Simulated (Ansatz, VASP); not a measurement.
**Ag2Au (Ag-Au-Ag stack, (111) layers): VASP beside Ansatz**

Aim: how closely do two programs agree when they are given the same cell, functional and k mesh? Of the first pair: The structure shown is the start of the Ansatz relaxation below; VASP solves that cell, so the two are compared at the walk's first step.

Main program and level: Ansatz 0.2.0; plane waves, with VASP 6.6.1 beside it; PBE.

### Step 1. Starting point

The cell holds 3 atoms: 2 Ag and 1 Au. Its edges and angles: a = 2.885 Å, b = 2.885 Å, c = 33.222 Å, α = 90.0°, β = 90.0°, γ = 120.0°. It derives from Ag2Au. Vacuum lies along c. The height across the vacuum is the one that the program set for its solve, not the one typed.

### Step 2. Ansatz: relaxation, PBE

Ansatz runs on its default PAW (the set named soft_2) files.

The two programs are compared at the cell with which this relaxation starts, whose forces are those of its first step.

Contents of input.yaml:

```yaml
crystal:
  lattice:
    - [2.885, 0.0, 0.0]
    - [-1.4425, 2.49848, 0.0]
    - [0.0, 0.0, 15.71118]
  atoms:
    - { symbol: Ag, position: [0.0, 0.0, 0.35006923] }
    - { symbol: Au, position: [0.33333333, 0.66666667, 0.5] }
    - { symbol: Ag, position: [0.66666667, 0.33333333, 0.64993077] }
  periodic: [true, true, false]
kpoints:
  mp_grid: { grid: [12, 12, 1] }
hamiltonian:
  xc: pbe
scf:
  occupations: { method: gaussian, width: 0.1 }
output:
  forces: true
  stress: true
  eigenvalues: true
  write_density: true
  write_potential: true
  elf: true
  volumetric_format: npy
relax:
  adjacent_minimum: "off"
  f_tol: 0.005
  max_steps: 80
  cell: { stress_2d_tol: 0.02 }
```

On the command line:

```sh
ansatz run input.yaml --threads 4 --pin off --max-ram 8192MiB --backend cpu --events-out ev --progress --plain --runs-dir out
```

Numbers of over 12 decimals in the logs are rounded to 6 here.

Output:

```text
Warning: crystal.periodic: the lattice vector that does not repeat stood 0.000° off the slab's normal, 15.711 Å along it as the deck builds it. The run solves the slab on a vector along the normal, 33.222 Å long, with every atom where it was (on the deck's vector they left 11.00 Å outside them, and the widest stretch free of ions among them is 2.36 Å). A fractional position that the run reports is one of the run's ce [...]
crystal.periodic: the lattice vector that does not repeat stood 0.000° off the slab's normal, 15.711 Å along it as the deck builds it. The run solves the slab on a vector along the normal, 33.222 Å long, with every atom where it was (on the deck's vector they left 11.00 Å outside them, and the widest stretch free of ions among them is 2.36 Å). A fractional position that the run reports is one of the run's cell, which [...]
Engine: ansatz 0.2.0, aarch64-unknown-linux-gnu
Pseudopotentials: kind: paw
Pseudopotential: Ag, paw, valence charge 19, recommended cutoff 420 eV (normal), Ag.paw.azcp
Pseudopotential: Au, paw, valence charge 19, recommended cutoff 420 eV (normal), Au.paw.azcp
Functional definition: PBE
  parameter kappa = 0.804
  parameter beta = 0.066725
  exchange = pbe_x(kappa = kappa, mu = beta*pi^2/3)
  correlation = pbe_c(beta = beta)
Crystal: 3 atoms, lattice volume = 239.471 Å³
Basis set: ecut = 420 eV, 4635 PW (Γ), exchange–correlation on 40×40×450 points (8 copies of the dense FFT grid, shifted against one another)
Bands: 35, of which v1, the nominal top of the filled ones, is band 29 counted from 1 (28 counted from 0)
Symmetry: 12 space group operations
Space group: P-3m1 (ITA 164), of the structure as read, at distance tolerance 6.2e-5 Å
k-points: 19 of 144
Non-local potential: Ag, projectors of the file, l = 0: 3, l = 1: 2, l = 2: 2, l = 3: 1
Non-local potential: Au, projectors of the file, l = 0: 3, l = 1: 2, l = 2: 2, l = 3: 1
PAW form: soft (Blöchl's): semilocal exchange-correlation on the pseudo side does not see the compensation charge
PAW one-centre angular grid: Ag, 590 points (default); XC on 64 Gauss nodes
PAW one-centre angular grid: Au, 590 points (default); XC on 64 Gauss nodes
Initial density: superposition of atomic densities (neutral atoms: chi_scale 0, normalization atom), corrected by the library's trained network
Initial wavefunctions: pseudopotential atomic-orbital guess
Functional: x = pbe(κ = 0.804, μ = 0.219515), c = pbe(β = 0.066725)
SCF iter   1: F=—  HF=-28329.699887 eV  |F-HF|=—  |Δ(HF+E_count)|=         —  Δρ=1.01e-3  dr2=6.38e-3  ethr=1.77e-3  ⟨swp⟩=15.1  Hψ=5036  notcnv=0  defer=3
preconditioner: auto → LDOS  [metal: Δε(μ)=0.069 eV  Ē_g=9.246 eV  σ=0.100 eV  W_gap=0.34  n_scr=22 (ndim 8)  ℏωp=13.8 eV  f_vac=0.743  D(μ)=2.72/eV (n_scr^D=14)  β→1.0]
[...]
SCF iter   7: F=-28329.756098 eV  HF=-28329.756098 eV  |F-HF|=1.93e-8  |Δ(HF+E_count)|=   8.10e-8  Δρ=7.05e-6  dr2=7.17e-8  ethr=5.26e-10  ⟨swp⟩=22.6  Hψ=7877  notcnv=0
iter 8 did not close the SCF: its close was put off until two iterations running show no level that it waits for move by more than its bar (scf_convergence_deferred on its scf_iter line)
SCF iter   8: F=-28329.756098 eV  HF=-28329.756098 eV  |F-HF|=8.24e-9  |Δ(HF+E_count)|=   1.31e-8  Δρ=1.75e-6  dr2=3.50e-9  ethr=1.26e-10  ⟨swp⟩=12.2  Hψ=5900  notcnv=0
SCF iter   9: F=-28329.756098 eV  HF=-28329.756098 eV  |F-HF|=6.04e-10  |Δ(HF+E_count)|=   9.55e-9  Δρ=4.59e-7  dr2=2.33e-10  ethr=6.14e-12  ⟨swp⟩=11.7  Hψ=5554  notcnv=0
SCF 4 converged in 9 iterations: F = -28329.756098 eV  dr2 = 2.33e-10
relax step   4: F+E_penalty+E_count = -28329.75609834 eV  Δ(F+E_penalty+E_count) = -5.556e-3 eV  max|allowed force component| = 6.855e-3 eV/Å  Δτ_max = 0.0155 Å  P = +0.205 N/m  Ω = 233.296 Å³  energy of the carried Pulay correction = +5.674e-4 eV  fix = [c, alpha, beta]  reactions: c +0.000 N/m  (9 SCF iters, dr2 threshold 3.00e-7 eV, accepted)
[...]
relax step   5: F+E_penalty+E_count = -28329.75614107 eV  Δ(F+E_penalty+E_count) = -4.272e-5 eV  max|allowed force component| = 6.538e-4 eV/Å  Δτ_max = 0.0003 Å  P = -0.011 N/m  Ω = 233.747 Å³  energy of the carried Pulay correction = +5.255e-4 eV  fix = [c, alpha, beta]  reactions: c -0.000 N/m  (5 SCF iters, dr2 threshold 4.86e-8 eV, accepted)
[...]
relax step   6: F+E_penalty+E_count = -28329.75558103 eV  Δ(F+E_penalty+E_count) = +5.600e-4 eV  max|allowed force component| = 6.512e-4 eV/Å  Δτ_max = 0.0000 Å  P = -0.006 N/m  Ω = 233.747 Å³  fix = [c, alpha, beta]  reactions: c -0.000 N/m  stress off target by 5.81e-3 N/m on what of the cell is left free  SCF on the basis re-selected at this cell (its energy is not comparable with the rows above)  (9 SCF iters)
basis re-selected at this cell: Δ(F+E_penalty+E_count) = +5.600e-4 eV, ΔP = +0.005 N/m vs the last step (what re-selecting the basis moved, of the pressure what is left beyond the Pulay correction that the steps carried, after the strain that the cell walked since its last selection, with what the two solves' SCF thresholds leave and, on support functions, any second-order correction that the steps lacked; it is no m [...]
SCF converged after 9 iterations
Free energy (F): -28329.755581 eV
Harris-Foulkes:  -28329.755581 eV  (|F-HF|=1.09e-11)
Internal energy: -28329.750386 eV  (E = F + TS)
E sigma→0 (E₀):  -28329.752984 eV
Entropy (-TS):   -0.005195 eV (-1.732 meV/atom)
Fermi energy:    -4.745530 eV
--- Per-component energies (eV) ---
  E_band       = -1984.490998
  E_kinetic    = 1658.755499
  E_local      = -252076.885356  (includes V_loc(G=0)·N_el)
  E_nonlocal   = 234.939261
  E_hartree    = 125064.064013
  E_xc         = -596.220479
  E_vxc        = -742.820888  (∫ρ·V_xc dr)
  E_paw        = -17511.792146  (= ΣΔE_a)
  E_vpaw       = -1186.609656  (= ΣTr[D̂ρ^β])
  E_aug_tail   = 0.002076  (compensation charges beyond the density's cutoff)
  E_ewald      = 114897.386745
  E_smearing   = -0.005195  (= −TS)
  E_closure    = -0.000000  (closes the sum)
  Σ components = -28329.755581   (vs F -28329.755581, Δ=0.00e0)
--- Forces (eV/Å), atoms counted from 1 ---
  atom   1  Ag     0.00000000    -0.00000000    -0.00065117
  atom   2  Au     0.00000000     0.00000000     0.00000000
  atom   3  Ag    -0.00000000     0.00000000     0.00065117
  max |Σ_I F_I| component: 4.63e-18 eV/Å
--- 2D stress c σ (N/m, compression-positive) ---
       -0.005812       0.000000      -0.000000
        0.000000      -0.005812      -0.000000
       -0.000000      -0.000000      -0.000000
  P = ½ c Tr σ = -0.0058 N/m
--- Band table (eV; the first three rows and the last of 19) ---
  k-point 0: bands = [... 25 lower, -7.9110, -7.9110, -7.4050, -7.4050, -6.3768, -4.6356, -0.6890 (-0.6913°), -0.1593 (-0.1913°), ... 2 higher]
  k-point 1: bands = [... 25 lower, -8.0492, -7.9176, -7.4407, -7.4080, -6.1572, -4.2060, -0.5494 (-0.5515°), 0.0170 (-0.0156°), ... 2 higher]
  k-point 2: bands = [... 25 lower, -8.1855, -7.9448, -7.4213, -7.3115, -5.6487, -3.1901, -0.1258 (-0.1272°), 0.5451 (0.5104°), ... 2 higher]
  k-point 18: bands = [... 25 lower, -7.7823, -7.4258, -1.9004, -0.4527, -0.4527, 0.1545, 1.2025, 1.2025, ... 2 higher]
  ° read free of the cell's end (the report's vacuum.weakly_bound_levels)
--- Relaxed structure (5 steps of the walk, 5 accepted, 1 SCFs on fresh bases) ---
  F+E_penalty+E_count = -28329.75558103 eV   max|allowed force component| = 6.512e-4 eV/Å   (the final SCF, on the basis selected at the relaxed cell)
  cell:  # Å, volume = 233.7466 Å³
    - [2.850310, 0.0, 0]
    - [-1.425155, 2.468441, 0]
    - [0, 0, 33.222357]
  atoms:
    - { symbol: Ag, position: [-7.948721710586076e-18, 0, 0.160167] }
    - { symbol: Au, position: [0.333333, 0.666667, 0.236455] }
    - { symbol: Ag, position: [0.666667, 0.333333, 0.312743] }
```

### Step 3. VASP: single point, PBE, start cell, pair 1

The same cell, functional, mesh and smearing now go to VASP, with its own data sets.

Lines of VASP's logs that name or quote its potential files are left out, and so is its time.

Contents of INCAR:

```
SYSTEM = Ag2Au
PREC = Accurate
ENCUT = 400
EDIFF = 1E-06
NELM = 120
ISMEAR = 0
SIGMA = 0.1
LREAL = .FALSE.
ALGO = Normal
GGA = PE
NBANDS = 22
LASPH = .TRUE.
LORBIT = 11
LWAVE = .FALSE.
LCHARG = .FALSE.
ISIF = 2
LDIPOL = .TRUE.
IDIPOL = 3
DIPOL = 0.5 0.5 0.236
LVHAR = .TRUE.
GGA_COMPAT = .FALSE.
NELMDL = -8
```

Contents of POSCAR:

```
Ag2Au
1.0
    2.8849980000      0.0000000000      0.0000000000
   -1.4424990000      2.4984820000      0.0000000000
    0.0000000000      0.0000000000     33.2223570000
Ag Au
2 1
Direct
    0.0000000000      0.0000000000      0.1655511979
    0.6666666000      0.3333331999      0.3073586561
    0.3333331999      0.6666663998      0.2364549270
```

Contents of KPOINTS:

```
Automatic mesh
0
Gamma
12 12 1
0 0 0
```

Potentials, in the order of the species: Ag and Au (PBE family, release 64).

On the command line:

```sh
mpirun -np 1 vasp_std
```

Output:

```text
[banner, memory and clock lines left out]
running    1 mpi-ranks, on    1 nodes
 distrk:  each k-point on    1 cores,    1 groups
 distr:  one band on    1 cores,    1 groups

 POSCAR found type information on POSCAR AgAu
 POSCAR found :  2 types and       3 ions
 LDA part: xc-table for (Slater+PW92), standard interpolation
 POSCAR, INCAR and KPOINTS ok, starting setup
 FFT: planning ... GRIDC
 FFT: planning ... GRID_SOFT
 FFT: planning ... GRID
 WAVECAR not read
 entering main loop
       N       E                     dE             d eps       ncg     rms          rms(c)
DAV:   1     0.195740833766E+03    0.19574E+03   -0.11158E+04   852   0.939E+02
DAV:   2    -0.122429624952E+00   -0.19586E+03   -0.18504E+03  1160   0.219E+02
DAV:   3    -0.851302220892E+01   -0.83906E+01   -0.82844E+01   962   0.491E+01
DAV:   4    -0.860936976829E+01   -0.96348E-01   -0.96282E-01  1028   0.568E+00
DAV:   5    -0.861112992726E+01   -0.17602E-02   -0.17601E-02  1042   0.696E-01
DAV:   6    -0.861118855591E+01   -0.58629E-04   -0.58629E-04  1060   0.118E-01
DAV:   7    -0.861119101138E+01   -0.24555E-05   -0.24555E-05   986   0.213E-02
DAV:   8    -0.861119113422E+01   -0.12283E-06   -0.12274E-06   740   0.438E-03    0.997E+00
DAV:   9    -0.799866863978E+01    0.61252E+00   -0.24899E+00   946   0.132E+01    0.759E+00
DAV:  10    -0.797002985670E+01    0.28639E-01   -0.33097E-01   866   0.895E+00    0.337E+00
DAV:  11    -0.794612592809E+01    0.23904E-01   -0.18700E-01   884   0.685E+00    0.147E+00
DAV:  12    -0.793940757463E+01    0.67184E-02   -0.17563E-02   930   0.206E+00    0.235E-01
DAV:  13    -0.793908651244E+01    0.32106E-03   -0.36118E-03   910   0.560E-01    0.372E-02
DAV:  14    -0.793908312104E+01    0.33914E-05   -0.15849E-04  1064   0.106E-01    0.297E-02
DAV:  15    -0.793908119172E+01    0.19293E-05   -0.18189E-05   942   0.363E-02    0.125E-02
DAV:  16    -0.793908499043E+01   -0.37987E-05   -0.68003E-06   956   0.294E-02    0.497E-03
DAV:  17    -0.793911070328E+01   -0.25713E-04   -0.90400E-06   844   0.259E-02    0.495E-03
DAV:  18    -0.793912214342E+01   -0.11440E-04   -0.89699E-07   652   0.947E-03    0.187E-03
DAV:  19    -0.793914034456E+01   -0.18201E-04   -0.16528E-06   582   0.430E-03    0.952E-04
DAV:  20    -0.793914594661E+01   -0.56021E-05   -0.15335E-07   640   0.143E-03    0.574E-04
DAV:  21    -0.793915144929E+01   -0.55027E-05   -0.29731E-07   568   0.242E-03    0.215E-04
DAV:  22    -0.793915252217E+01   -0.10729E-05   -0.23190E-08   610   0.739E-04    0.148E-04
DAV:  23    -0.793915382145E+01   -0.12993E-05   -0.41093E-08   586   0.497E-04    0.121E-04
DAV:  24    -0.793915405533E+01   -0.23388E-06   -0.24597E-09   622   0.322E-04
   1 F= -.79391541E+01 E0= -.79316381E+01  d E =-.150319E-01
```

OUTCAR, selected parts (step 3):

```text
ion  position               nearest neighbor table
   1  0.000  0.000  0.166-   3 2.88   3 2.88   3 2.88
   2  0.667  0.333  0.307-   3 2.88   3 2.88   3 2.88
   3  0.333  0.667  0.236-   1 2.88   2 2.88   2 2.88   1 2.88   1 2.88   2 2.88

  LATTYP: Found a hexagonal cell.
 ALAT       =     2.8849980000
 C/A-ratio  =    11.5155563366

 Subroutine GETGRP returns: Found 12 space group operations
 (whereof  6 operations were pure point group operations)

The static configuration has the point symmetry C_3v.
 The point group associated with its full space group is D_3d.

 Found     19 irreducible k-points:

   k-points           NKPTS =     19   k-points in BZ     NKDIM =     19   number of bands    NBANDS=     22

   dimension x,y,z NGX =    20 NGY =   20 NGZ =  224
   dimension x,y,z NGXF=    40 NGYF=   40 NGZF=  448

   ENCUT  =  400.0 eV  29.40 Ry    5.42 a.u.   4.70  4.70 54.18*2*pi/ulx,y,z

   NELECT =      33.0000    total number of electrons

 k-points in reciprocal lattice and weights: Automatic mesh
   0.00000000  0.00000000  0.00000000       0.007
   0.08333333  0.00000000  0.00000000       0.042
   0.16666667  0.00000000  0.00000000       0.042
   0.25000000  0.00000000  0.00000000       0.042
   0.33333333  0.00000000  0.00000000       0.042
   0.41666667  0.00000000  0.00000000       0.042
   0.50000000  0.00000000  0.00000000       0.021
   0.08333333  0.08333333  0.00000000       0.042
   0.16666667  0.08333333  0.00000000       0.083
[...]
0.33333333  0.25000000  0.00000000       0.083
   0.33333333  0.33333333  0.00000000       0.014

 dipolmoment           0.000000      0.000000      0.000003 electrons x Angstroem

 average (electrostatic) potential at core
       1 -80.6834       2 -80.6834       3 -75.4582

 E-fermi :  -1.8676

 k-point     1 :       0.0000    0.0000    0.0000
  band No.  band energies     occupation
    ...
     14      -5.1070      2.00000
     15      -5.1070      2.00000
     16      -4.3691      2.00000
     17      -4.3691      2.00000
     18      -3.2252      2.00000
     19      -1.4404      0.00000
     20       2.4221      0.00000
     21       2.7212      0.00000
     22       2.9289      0.00000

 k-point     2 :       0.0833    0.0000    0.0000
  band No.  band energies     occupation
    ...
     14      -5.1867      2.00000
     15      -5.0791      2.00000
     16      -4.3922      2.00000
     17      -4.3629      2.00000
     18      -2.9882      2.00000
     19      -1.0160      0.00000
     20       2.5685      0.00000
     21       2.8944      0.00000
     22       3.0929      0.00000

 k-point     3 :       0.1667    0.0000    0.0000
  band No.  band energies     occupation
    ...
     14      -5.3572      2.00000
     15      -5.0445      2.00000
     16      -4.3526      2.00000
     17      -4.2335      2.00000
     18      -2.4153      2.00000
     19      -0.0064      0.00000
     20       3.0057      0.00000
     21       3.4132      0.00000
     22       3.5862      0.00000

  Total        0.4783358      0.4783360      1.4604745     -0.0000000      0.0000000      0.0000000
  in kB        3.2003046      3.2003057      9.7713007     -0.0000000      0.0000000      0.0000000
  external PRESSURE =       5.3906370 kB  Pullay stress =       0.0000000 kB

  energy-cutoff  :      400.00
  volume of cell :      239.47
      direct lattice vectors                 reciprocal lattice vectors
     2.884998000  0.000000000  0.000000000     0.346620691  0.200121514  0.000000000
    -1.442499000  2.498482000  0.000000000     0.000000000  0.400243028  0.000000000
     0.000000000  0.000000000 33.222357000     0.000000000  0.000000000  0.030100212

 POSITION                                       TOTAL-FORCE (eV/Angst)
 -----------------------------------------------------------------------------------
      0.00000      0.00000      5.50000         0.000000      0.000000     -0.334146
      1.44250      0.83283     10.21118        -0.000000      0.000000      0.334146
     -0.00000      1.66565      7.85559        -0.000000     -0.000000     -0.000000
 -----------------------------------------------------------------------------------
    total drift:                                0.000000      0.000289     -0.000025

  FREE ENERGIE OF THE ION-ELECTRON SYSTEM (eV)
  ---------------------------------------------------
  free  energy   TOTEN  =        -7.9391540553 eV

  energy  without entropy=       -7.9241221783  energy(sigma->0) =       -7.93163812

 vacuum level on the upper side and lower side of the slab         2.884         2.883

 total charge
# of ion       s       p       d       tot
------------------------------------------
    1        0.417   0.231   9.183   9.831
    2        0.417   0.231   9.183   9.831
    3        0.561   0.331   8.762   9.654
--------------------------------------------------
tot          1.395   0.792  27.129  29.316

[... 3 further parts left out ...]
```

This run has no spin polarisation. Its electron count is odd, so without a moment it is a metal by construction.

### Step 4. Comparison

Known differences besides the potentials themselves: Ansatz cuts the interaction across the vacuum, VASP repeats the sheet with a dipole correction (LDIPOL); the data sets hold 57 valence electrons in Ansatz (on its default PAW (the set named soft_2) files) and 33 in VASP; the cutoff is 420 eV in Ansatz and 400 eV in VASP. Total energies have different zeros and are not compared.

Forces (eV/Å; atoms numbered as in POSCAR):

| atom | Ansatz x, y, z | VASP x, y, z |
| --- | --- | --- |
| Ag1 | 0.000, 0.000, -0.339 | 0.000, 0.000, -0.334 |
| Ag2 | 0.000, 0.000, 0.339 | 0.000, 0.000, 0.334 |
| Au3 | 0.000, 0.000, 0.000 | 0.000, 0.000, 0.000 |

The forces differ by 2.4 meV/Å r.m.s., which is 1.5 % of the r.m.s. force of 0.158 eV/Å (both taken over all components). Where the cell holds vacuum, a pressure given here is an average over it and none of the material.

### Step 5. Ansatz: relaxation, PBE

This run makes the geometry at which the two programs are then compared.

The structure compared here is the end of the Ansatz relaxation.

This is the run of step 2 again, met here at its other cell.

[end of part 1 of 2]

[Lines on the potential files, build, host, timing and source positions are cut from VASP's logs without a mark.]

[Logs are printed without paths, hosts, clocks, repeated set-up lines and the standing remarks that a program may print on its own settings, such as how far it seeks lower states.]

[Hosts, paths, dates, database ids (printed as entryN), source tags and the programs' standing remarks are cut or masked in the printed files.]
